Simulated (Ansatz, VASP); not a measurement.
# GeBW (GeBW in the AlB2 type) in two plane-wave programs

Wanted: the spread between two codes on one cell, functional and k mesh. The cell is generated by rule, not measured, and may not be a known phase. The cell is taken from a series of runs on this material, whose earlier steps may have relaxed, scaled, displaced or heated it; both programs get it as it stands.

Program: Ansatz 0.2.0. Level of theory: plane waves, with VASP 6.6.1 beside it; PBE. Results are calculated unless marked as measured.

The structure was built from a prototype and need not be the compound's stable phase.

### 1. Starting point

It takes space group P-6m2 (No. 187, hexagonal). Conventional cell: a = 3.682 Å, b = 3.682 Å, c = 3.866 Å, α = 90.00°, β = 90.00°, γ = 120.00°. W has 6 B at 2.87 Å and 6 Ge at 2.87 Å nearest. B has 3 Ge at 2.13 Å and 6 W at 2.87 Å nearest. Nearest to Ge lie 3 B at 2.13 Å and 6 W at 2.87 Å. Farther neighbours are not listed.

### 2. VASP: single point, PBE

With cell and atoms fixed, the geometry can't cause a difference; cores, projectors, grids and the points listed under the comparison can.

Lines of VASP's logs that name or quote its potential files are left out, and so is its time.

Contents of INCAR:

```
SYSTEM = GeBW
PREC = Accurate
ENCUT = 600
EDIFF = 1E-06
NELM = 120
ISMEAR = 0
SIGMA = 0.1
LREAL = .FALSE.
ALGO = Normal
GGA = PE
NBANDS = 17
LASPH = .TRUE.
LORBIT = 11
LWAVE = .FALSE.
LCHARG = .FALSE.
ISIF = 2
GGA_COMPAT = .FALSE.
```

Contents of POSCAR:

```
GeBW
1.0
    3.6816200000      0.0000000000      0.0000000000
   -1.8408100000      3.1883800000      0.0000000000
    0.0000000000      0.0000000000      3.8657000000
W B Ge
1 1 1
Direct
    0.0000000000      0.0000000000      0.0000000000
    0.3333333333      0.6666666667      0.5000000000
    0.6666666667      0.3333333333      0.5000000000
```

Contents of KPOINTS:

```
Automatic mesh
0
Gamma
6 6 6
0 0 0
```

The projector-augmented-wave data sets are W, B and Ge_d (PBE family, release 64).

On the command line:

```
$ mpirun -np 1 vasp_std
```

Numbers of over 12 decimals in the logs are rounded to 6 here.

What it wrote:

```text
[banner, memory and clock lines left out]
running    1 mpi-ranks, on    1 nodes
 distrk:  each k-point on    1 cores,    1 groups
 distr:  one band on    1 cores,    1 groups

 POSCAR found type information on POSCAR W B Ge
 POSCAR found :  3 types and       3 ions
 LDA part: xc-table for (Slater+PW92), standard interpolation
 POSCAR, INCAR and KPOINTS ok, starting setup
 FFT: planning ... GRIDC
 FFT: planning ... GRID_SOFT
 FFT: planning ... GRID
 WAVECAR not read
 entering main loop
       N       E                     dE             d eps       ncg     rms          rms(c)
DAV:   1     0.142595829461E+03    0.14260E+03   -0.12144E+04  1038   0.306E+03
DAV:   2    -0.288347846116E+01   -0.14548E+03   -0.14202E+03  1056   0.564E+02
DAV:   3    -0.217062471109E+02   -0.18823E+02   -0.18227E+02  1170   0.125E+02
DAV:   4    -0.224750942339E+02   -0.76885E+00   -0.76063E+00  1177   0.252E+01
DAV:   5    -0.224872847591E+02   -0.12191E-01   -0.12178E-01  1219   0.356E+00    0.137E+01
DAV:   6    -0.206432578003E+02    0.18440E+01   -0.29985E+01  1272   0.172E+01    0.420E+00
DAV:   7    -0.200845116886E+02    0.55875E+00   -0.40773E+00  1289   0.115E+01    0.360E+00
DAV:   8    -0.200633233159E+02    0.21188E-01   -0.13725E-01  1134   0.277E+00    0.660E-01
DAV:   9    -0.200613395232E+02    0.19838E-02   -0.11580E-02  1234   0.743E-01    0.117E-01
DAV:  10    -0.200612282527E+02    0.11127E-03   -0.99333E-04  1184   0.325E-01    0.477E-02
DAV:  11    -0.200612396978E+02   -0.11445E-04   -0.80316E-05  1272   0.100E-01    0.193E-02
DAV:  12    -0.200612373802E+02    0.23176E-05   -0.20933E-05  1097   0.404E-02    0.695E-03
DAV:  13    -0.200612372943E+02    0.85930E-07   -0.23205E-06   883   0.113E-02
   1 F= -.20061237E+02 E0= -.20054853E+02  d E =-.127687E-01
```

Parts of OUTCAR (step 2):

```text
ion  position               nearest neighbor table
   1  0.000  0.000  0.000-   3 2.87   3 2.87   3 2.87   3 2.87   3 2.87   3 2.87
   2  0.333  0.667  0.500-   3 2.13   3 2.13   3 2.13
   3  0.667  0.333  0.500-   2 2.13   2 2.13   2 2.13   1 2.87   1 2.87   1 2.87   1 2.87   1 2.87
                             1 2.87

  LATTYP: Found a hexagonal cell.
 ALAT       =     3.6816200000
 C/A-ratio  =     1.0499997284

 Subroutine GETGRP returns: Found 12 space group operations
 (whereof 12 operations were pure point group operations)

The static configuration has the point symmetry D_3h.

 Found     28 irreducible k-points:

   k-points           NKPTS =     28   k-points in BZ     NKDIM =     28   number of bands    NBANDS=     17

   dimension x,y,z NGX =    30 NGY =   30 NGZ =   32
   dimension x,y,z NGXF=    60 NGYF=   60 NGZF=   64

   ENCUT  =  600.0 eV  44.10 Ry    6.64 a.u.   7.35  7.35  7.72*2*pi/ulx,y,z

   NELECT =      23.0000    total number of electrons

 k-points in reciprocal lattice and weights: Automatic mesh
   0.00000000  0.00000000  0.00000000       0.005
   0.16666667  0.00000000  0.00000000       0.028
   0.33333333  0.00000000  0.00000000       0.028
   0.50000000  0.00000000  0.00000000       0.014
   0.16666667  0.16666667  0.00000000       0.028
   0.33333333  0.16666667  0.00000000       0.056
   0.33333333  0.33333333  0.00000000       0.009
   0.00000000  0.00000000  0.16666667       0.009
   0.16666667  0.00000000  0.16666667       0.056
[...]
0.33333333  0.16666667  0.50000000       0.056
   0.33333333  0.33333333  0.50000000       0.009

 average (electrostatic) potential at core
       1 -39.6152       2 -27.3437       3 -72.9195

 E-fermi :   6.9901

 k-point     1 :       0.0000    0.0000    0.0000
  band No.  band energies     occupation
    ...
      8       3.4274      2.00000
      9       3.7543      2.00000
     10       3.7889      2.00000
     11       6.7452      1.99946
     12       6.7452      1.99946
     13       7.5532      0.00000
     14       8.1282      0.00000
     15       8.1282      0.00000
     16       9.2786      0.00000
     17       9.8608      0.00000

 k-point     2 :       0.1667    0.0000    0.0000
  band No.  band energies     occupation
    ...
      8       3.3560      2.00000
      9       3.5131      2.00000
     10       3.9951      2.00000
     11       6.6325      2.00000
     12       6.7751      1.99763
     13       7.4117      0.00000
     14       7.4516      0.00000
     15       8.3179      0.00000
     16       9.4233      0.00000
     17      11.5683      0.00000

 k-point     3 :       0.3333    0.0000    0.0000
  band No.  band energies     occupation
    ...
      8       3.1165      2.00000
      9       3.1955      2.00000
     10       3.8568      2.00000
     11       6.4210      2.00000
     12       6.8009      1.99255
     13       7.3091      0.00001
     14       8.1418      0.00000
     15       8.1972      0.00000
     16      11.3105      0.00000
     17      11.4133      0.00000

  Total       -6.1264712     -6.1264848     -6.8831641      0.0000000      0.0000000      0.0000000
  in kB     -216.3135831   -216.3140652   -243.0309165      0.0000000      0.0000000      0.0000000
  external PRESSURE =    -225.2195216 kB  Pullay stress =       0.0000000 kB

  energy-cutoff  :      600.00
  volume of cell :       45.38
      direct lattice vectors                 reciprocal lattice vectors
     3.681620000  0.000000000  0.000000000     0.271619559  0.156819451  0.000000000
    -1.840810000  3.188380000  0.000000000     0.000000000  0.313638901  0.000000000
     0.000000000  0.000000000  3.865700000     0.000000000  0.000000000  0.258685361

 POSITION                                       TOTAL-FORCE (eV/Angst)
 -----------------------------------------------------------------------------------
      0.00000      0.00000      0.00000         0.000000     -0.000000      0.000000
     -0.00000      2.12559      1.93285         0.000000      0.000000      0.000000
      1.84081      1.06279      1.93285        -0.000000      0.000000      0.000000
 -----------------------------------------------------------------------------------
    total drift:                                0.000001     -0.000002      0.000000

  FREE ENERGIE OF THE ION-ELECTRON SYSTEM (eV)
  ---------------------------------------------------
  free  energy   TOTEN  =       -20.0612372943 eV

  energy  without entropy=      -20.0484685980  energy(sigma->0) =      -20.05485295

 total charge
# of ion       s       p       d       tot
------------------------------------------
    1        0.395   0.299   3.948   4.642
    2        0.648   0.992   0.000   1.640
    3        1.059   1.322  10.134  12.514
--------------------------------------------------
tot          2.102   2.613  14.081  18.797

[... 3 further parts left out ...]
```

This run has no spin polarisation. Its electron count is odd, so without a moment it is a metal by construction. The data set W keeps the semicore shell frozen, which is cheaper and a little less accurate.

### 3. Ansatz: single point, PBE

Ansatz runs on its PAW soft_1 files.

The same cell, functional, mesh and smearing now go to Ansatz, which takes its cutoff from its data sets.

Contents of input.yaml:

```yaml
crystal:
  lattice:
    - [3.68162, 0.0, 0.0]
    - [-1.84081, 3.18838, 0.0]
    - [0.0, 0.0, 3.8657]
  atoms:
    - { symbol: W, position: [0.0, 0.0, 0.0] }
    - { symbol: B, position: [0.33333333, 0.66666667, 0.5] }
    - { symbol: Ge, position: [0.66666667, 0.33333333, 0.5] }
kpoints:
  mp_grid: { grid: [6, 6, 6] }
hamiltonian:
  xc: pbe
  pseudopotentials: { kind: paw, azcp: { folder: soft_1 } }
scf:
  occupations: { method: gaussian, width: 0.1 }
output:
  forces: true
  stress: true
  eigenvalues: true
```

On the command line:

```
$ ansatz run input.yaml --threads 4 --pin off --max-ram 12288MiB --backend cpu --events-out ev --progress --plain --runs-dir out
```

What it wrote:

```text
Engine: ansatz 0.2.0, aarch64-unknown-linux-gnu
Pseudopotentials: kind: paw
Pseudopotential: W, paw, valence charge 14, recommended cutoff 420 eV (normal), soft_1/W.paw.azcp
Pseudopotential: B, paw, valence charge 3, recommended cutoff 420 eV (normal), soft_1/B.paw.azcp
Pseudopotential: Ge, paw, valence charge 14, recommended cutoff 420 eV (normal), soft_1/Ge.paw.azcp
Functional definition: PBE
  parameter kappa = 0.804
  parameter beta = 0.066725
  exchange = pbe_x(kappa = kappa, mu = beta*pi^2/3)
  correlation = pbe_c(beta = beta)
Crystal: 3 atoms, lattice volume = 45.377 Å³
Basis set: ecut = 420 eV, 877 PW (Γ), exchange–correlation on 50×50×54 points (8 copies of the dense FFT grid, shifted against one another)
Bands: 20, of which v1, the nominal top of the filled ones, is band 16 counted from 1 (15 counted from 0)
Symmetry: 12 space group operations
Space group: P-6m2 (ITA 187), of the structure as read, at distance tolerance 3.6e-5 Å
k-points: 28 of 216 (time reversal used)
Non-local potential: W, projectors of the file, l = 0: 3, l = 1: 2, l = 2: 2, l = 3: 1
Non-local potential: B, projectors of the file, l = 0: 2, l = 1: 2, l = 2: 1
Non-local potential: Ge, projectors of the file, l = 0: 2, l = 1: 2, l = 2: 3, l = 3: 1
PAW form: soft (Blöchl's): semilocal exchange-correlation on the pseudo side does not see the compensation charge
PAW one-centre angular grid: W, 590 points (default); XC on 64 Gauss nodes
PAW one-centre angular grid: B, 110 points (default); XC on 64 Gauss nodes
PAW one-centre angular grid: Ge, 590 points (default); XC on 64 Gauss nodes
Initial density: superposition of atomic densities (chi_scale 0.1, normalization cell, long waves kept (reshape's long-wave potential 0.00 eV rms))
Initial wavefunctions: pseudopotential atomic-orbital guess
Functional: x = pbe(κ = 0.804, μ = 0.219515), c = pbe(β = 0.066725)
SCF iter   1: F=—  HF=-14834.177376 eV  |F-HF|=—  |Δ(HF+E_count)|=         —  Δρ=8.95e-2  dr2=8.69e0  ethr=3.10e-3  ⟨swp⟩=5.2  Hψ=2278  notcnv=0
preconditioner: auto → Kerker (q_TF=auto, 2.560 Å⁻¹)  [metal: Δε(μ)=0.047 eV  Ē_g=7.195 eV  σ=0.100 eV  W_gap=0.26  n_scr=20 (ndim 8)  ℏωp=19.9 eV  f_vac=0.000  D(μ)=2.24/eV (n_scr^D=20)]
SCF iter   2: F=—  HF=-14832.750978 eV  |F-HF|=—  |Δ(HF+E_count)|=    1.43e0  Δρ=2.57e-2  dr2=3.08e-1  ethr=3.10e-3  ⟨swp⟩=3.1  Hψ=1198  notcnv=0  defer=3
SCF iter   3: F=—  HF=-14832.691124 eV  |F-HF|=—  |Δ(HF+E_count)|=   5.99e-2  Δρ=1.27e-2  dr2=4.18e-2  ethr=9.93e-4  ⟨swp⟩=2.0  Hψ=810  notcnv=0  defer=3
SCF iter   4: F=—  HF=-14832.684801 eV  |F-HF|=—  |Δ(HF+E_count)|=   6.32e-3  Δρ=2.67e-3  dr2=2.48e-3  ethr=1.35e-4  ⟨swp⟩=2.0  Hψ=984  notcnv=0  defer=3
SCF iter   5: F=—  HF=-14832.682733 eV  |F-HF|=—  |Δ(HF+E_count)|=   2.07e-3  Δρ=9.52e-4  dr2=3.95e-4  ethr=8.01e-6  ⟨swp⟩=2.2  Hψ=813  notcnv=0  defer=3
SCF iter   6: F=—  HF=-14832.682704 eV  |F-HF|=—  |Δ(HF+E_count)|=   2.88e-5  Δρ=2.31e-4  dr2=1.87e-5  ethr=1.27e-6  ⟨swp⟩=2.0  Hψ=720  notcnv=0  defer=3
SCF iter   7: F=—  HF=-14832.682706 eV  |F-HF|=—  |Δ(HF+E_count)|=   2.19e-6  Δρ=8.71e-5  dr2=3.23e-6  ethr=6.04e-8  ⟨swp⟩=2.4  Hψ=856  notcnv=0  defer=3
SCF iter   8: F=-14832.682706 eV  HF=-14832.682706 eV  |F-HF|=8.72e-8  |Δ(HF+E_count)|=   2.06e-7  Δρ=1.21e-5  dr2=8.70e-8  ethr=3.23e-10  ⟨swp⟩=3.8  Hψ=2298  notcnv=0
SCF 1 converged in 8 iterations: F = -14832.682706 eV  dr2 = 8.70e-8
  greatest PAW one-centre occupation: 0.999 electrons in one spin orbital (limit 2), on the W atom at site 0 (counted from 0), in its partial waves of l = 0
SCF converged after 8 iterations
Free energy (F): -14832.682706 eV
Harris-Foulkes:  -14832.682706 eV  (|F-HF|=8.72e-8)
Internal energy: -14832.670263 eV  (E = F + TS)
E sigma→0 (E₀):  -14832.676485 eV
Entropy (-TS):   -0.012443 eV (-4.148 meV/atom)
Fermi energy:    14.426134 eV
--- Per-component energies (eV) ---
  E_band       = -253.024118
  E_kinetic    = 553.203138
  E_local      = -2768.791167  (includes V_loc(G=0)·N_el)
  E_nonlocal   = 204.356665
  E_hartree    = 1273.110192
  E_xc         = -366.220257
  E_vxc        = -327.602644  (∫ρ·V_xc dr)
  E_paw        = -10671.665958  (= ΣΔE_a)
  E_vpaw       = -460.404533  (= ΣTr[D̂ρ^β])
  E_aug_tail   = 0.000173  (compensation charges beyond the density's cutoff)
  E_ewald      = -3056.663050
  E_smearing   = -0.012443  (= −TS)
  E_closure    = -0.000000  (closes the sum)
  Σ components = -14832.682706   (vs F -14832.682706, Δ=0.00e0)
--- Forces (eV/Å), atoms counted from 1 ---
  atom   1  W     -0.00000000     0.00000000     0.00000000
  atom   2  B      0.00000000    -0.00000000     0.00000000
  atom   3  Ge    -0.00000000     0.00000000     0.00000000
  max |Σ_I F_I| component: 1.02e-16 eV/Å
--- Stress (GPa, compression-positive) ---
      -20.970905      -0.000000       0.000000
        0.000000     -20.970905       0.000000
        0.000000       0.000000     -23.683122
  P = ⅓ Tr σ = -21.8750 GPa (-218.750 kbar)
--- Band table (eV; the first three rows and the last of 28) ---
  k-point 0: bands = [... 12 lower, 11.1655, 11.2023, 14.1903, 14.1903, 14.9473, 15.5608, 15.5608, 16.6989]
  k-point 1: bands = [... 12 lower, 11.0686, 12.6218, 13.5417, 13.5417, 15.1323, 15.2248, 15.2248, 17.9124]
  k-point 2: bands = [... 12 lower, 11.7146, 12.7888, 12.7888, 13.6438, 14.1072, 14.1072, 15.5988, 18.4342]
  k-point 27: bands = [... 12 lower, 10.1997, 10.7371, 14.3249, 14.9887, 15.4875, 15.7486, 16.2009, 16.6228]
```

The run ends at a pressure of -21.87 GPa.

### 4. Differences

Known differences besides the potentials themselves: the data sets hold 31 valence electrons in Ansatz (on its PAW soft_1 files) and 23 in VASP; the cutoff is 420 eV in Ansatz and 600 eV in VASP. Total energies have different zeros and are not compared.

Both answers:

```
      quantity  Ansatz    VASP  difference
pressure (GPa)  -21.87  -22.52       +0.65
```

### 5. Outcome

```json
{
  "difference in pressure (single point, PBE)": "0.65 GPa"
}
```

The difference in pressure is 0.65 GPa (single point, PBE), within the 1 GPa picked in this series as the mark of a large difference. The data sets hold unlike numbers of valence electrons (31 in Ansatz and 23 in VASP), so part of the differences may come from the potentials. Such differences can come from data sets, numerical settings and the points named under the comparisons, not from the functional's error against experiment.

[Lines on the potential files, build, host, timing and source positions are cut from VASP's logs without a mark.]

[Logs are printed without paths, hosts, clocks, repeated set-up lines and the standing remarks that a program may print on its own settings, such as how far it seeks lower states.]

[Hosts, paths, dates, database ids (printed as entryN), source tags and the programs' standing remarks are cut or masked in the printed files.]
